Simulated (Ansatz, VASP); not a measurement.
# One calculation of ZrNb3N, two programs

Contents of INCAR:

```
  PREC = Accurate
  ENCUT = 520
  EDIFF = 1E-7
  ISMEAR = 0
  SIGMA = 0.1
  LREAL = False
  LASPH = True
  NELM = 80
  ALGO = Normal
  ISIF = 2
  LWAVE = False
  LCHARG = False
  GGA = PE
  NBANDS = 36
```

KPOINTS

```
Automatic mesh
0
Gamma
  6 6 4
```

File POSCAR:

```
ZrNb3N
1.0
    3.4620661200      0.0000000000      0.0000000000
   -1.7310330600      2.9982372100      0.0000000000
    0.0000000000      0.0000000000      7.4282153800
Zr Nb N
1 3 1
Direct
    0.6666666700      0.3333333300      0.5000000000
    0.0000000000      0.0000000000      0.6541673400
    0.0000000000      0.0000000000      0.3458326600
    0.0000000000      0.0000000000      0.0000000000
    0.6666666700      0.3333333300      0.0000000000
```

Input for Ansatz:

```yaml
crystal:
  lattice:
    - [3.46206612, 0.0, 0.0]
    - [-1.73103306, 2.99823721, 0.0]
    - [0.0, 0.0, 7.42821538]
  atoms:
    - { symbol: Zr, position: [0.66666667, 0.33333333, 0.5] }
    - { symbol: Nb, position: [0.0, 0.0, 0.65416734] }
    - { symbol: Nb, position: [0.0, 0.0, 0.34583266] }
    - { symbol: Nb, position: [0.0, 0.0, 0.0] }
    - { symbol: "N", position: [0.66666667, 0.33333333, 0.0] }
basis:
  ecutwfc: 420
kpoints:
  mp_grid: { grid: [6, 6, 4] }
hamiltonian:
  xc: pbe
scf:
  occupations: { method: gaussian, width: 0.1 }
  lower_state_search: "off"
output:
  forces: true
  stress: true
  eigenvalues: true
```

Alike in both runs: task single point; functional PBE; k mesh 6 × 6 × 4; occupations gaussian, width 0.1 eV; no spin polarisation.

```csv
,VASP,Ansatz
version,VASP 6.6.1,Ansatz 0.2.0
potentials or method,"VASP PAW PBE potentials, release 64 (Zr_sv, Nb_sv, N)","scalar-relativistic, plane waves, PAW"
plane-wave cutoff (eV),520,420
valence electrons in the cell,56,56
```

|  | VASP | Ansatz | Ansatz less VASP |
| --- | --- | --- | --- |
| gap on the k mesh at the Fermi level (eV) | none | none | - |
| rms of the force components (eV/Å) | 3.771 | 3.727 | -0.0447 |

Atom by atom the forces differ by 0.045 eV/Å (rms over components). A gap of «none» marks a metal or a gap that the smearing closes. The functional is the same, so the differences come from potentials, cutoffs and numerics.

Caveats: forces of over 1 eV/Å show positions far from the minimum, so gaps and moduli don't describe the material at rest.
